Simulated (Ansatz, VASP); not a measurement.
**Two plane-wave programs on Hf5Se4S6**

Contents of INCAR:

```
PREC = Accurate ; ENCUT = 520
EDIFF = 1E-6 ; ISMEAR = 0
SIGMA = 0.02 ; LREAL = Auto
LASPH = T ; NELM = 100
ALGO = Normal ; ISIF = 2
LWAVE = F ; LCHARG = F
GGA = PE ; IVDW = 12
NBANDS = 68
```

The input KPOINTS:

```
Automatic mesh
0
Gamma
  2 2 2
```

File POSCAR:

```
Hf5Se4S6
1.0
   -0.0168597068     -0.0125071965     -5.9356564525
   -0.0006626496      6.3198597750      0.0130261627
    9.1234233279     -3.1608929149      0.0189073819
Hf Se S
5 4 6
Direct
   -0.0019391052     -0.0022212361     -0.0044512791
   -0.0057928442      0.2024919647      0.4023487871
   -0.0057522491      0.5972497951      0.1976981472
   -0.0049523924      0.3998714538      0.8021722214
   -0.0072445201      0.8024664211      0.6021610375
    0.2681332230      0.2657239893      0.1990813503
    0.2701136956      0.4707225209      0.6038952546
    0.2670441320      0.8675909699      0.4007086766
    0.7257948247      0.9329975599      0.1985219046
    0.2380092589      0.6678498052      0.0007486605
    0.2403460320      0.0689384531      0.8005358309
    0.7525977199      0.3292336392      0.9987841940
    0.7568266868      0.5338936938      0.4000064791
    0.7525368905      0.7292146119      0.7977142648
    0.7542786476      0.1339763584      0.6000744704
```

Input for Ansatz:

```yaml
crystal:
  lattice:
    - [-0.0168597068, -0.0125071965, -5.9356564525]
    - [-0.0006626496, 6.319859775, 0.0130261627]
    - [9.1234233279, -3.1608929149, 0.0189073819]
  atoms:
    - { symbol: Hf, position: [-0.0019391052, -0.0022212361, -0.0044512791] }
    - { symbol: Hf, position: [-0.0057928442, 0.2024919647, 0.4023487871] }
    - { symbol: Hf, position: [-0.0057522491, 0.5972497951, 0.1976981472] }
    - { symbol: Hf, position: [-0.0049523924, 0.3998714538, 0.8021722214] }
    - { symbol: Hf, position: [-0.0072445201, 0.8024664211, 0.6021610375] }
    - { symbol: Se, position: [0.268133223, 0.2657239893, 0.1990813503] }
    - { symbol: Se, position: [0.2701136956, 0.4707225209, 0.6038952546] }
    - { symbol: Se, position: [0.267044132, 0.8675909699, 0.4007086766] }
    - { symbol: S, position: [0.2380092589, 0.6678498052, 0.0007486605] }
    - { symbol: S, position: [0.240346032, 0.0689384531, 0.8005358309] }
    - { symbol: S, position: [0.7525977199, 0.3292336392, 0.998784194] }
    - { symbol: S, position: [0.7568266868, 0.5338936938, 0.4000064791] }
    - { symbol: Se, position: [0.7257948247, 0.9329975599, 0.1985219046] }
    - { symbol: S, position: [0.7525368905, 0.7292146119, 0.7977142648] }
    - { symbol: S, position: [0.7542786476, 0.1339763584, 0.6000744704] }
basis:
  ecutwfc: 420
kpoints:
  mp_grid: { grid: [2, 2, 2] }
  band_path:
    path: [[0.0, 0.0, 0.0], [0.0, 0.010417, -0.083333], [0.5, 0.0, 0.5]]
    npoints: 1
hamiltonian:
  xc: pbe
  dispersion: d3bj
scf:
  occupations: { method: gaussian, width: 0.02 }
  n_extra_bands: 10
output:
  forces: true
  stress: true
  eigenvalues: true
```

Alike in both runs: task single point; functional PBE; dispersion D3(BJ); k mesh 2 × 2 × 2; occupations gaussian, width 0.02 eV; no spin polarisation.

```csv
,VASP,Ansatz
version,VASP 6.6.1,Ansatz 0.2.0
potentials or method,"VASP PAW PBE potentials, release 64 (Hf_pv, Se, S)","scalar-relativistic, plane waves, PAW"
plane-wave cutoff (eV),520,420
valence electrons in the cell,110,230
```

|  | VASP | Ansatz | Ansatz less VASP |
| --- | --- | --- | --- |
| gap on the k mesh at the Fermi level (eV) | 0.60 | 0.59 | -0.015 |
| least direct gap on the mesh (eV) | 0.86 | 0.86 | -0.005 |
| pressure (GPa) | -0.3 | 0.2 | +0.46 |
| largest component of the traceless stress (GPa) | 0.22 | 0.22 | -0.004 |
| rms of the force components (eV/Å) | 0.035 | 0.015 | -0.0195 |

The two sets of potentials don't hold the same shells in valence.

Caveats: the k mesh is coarse (spacing up to 0.53 Å⁻¹), so the values aren't converged; spin-orbit coupling is left out, which moves the levels of the heavy elements. A hybrid or GW would open this gap; PBE tends to underestimate it. A k mesh can miss the band edges.
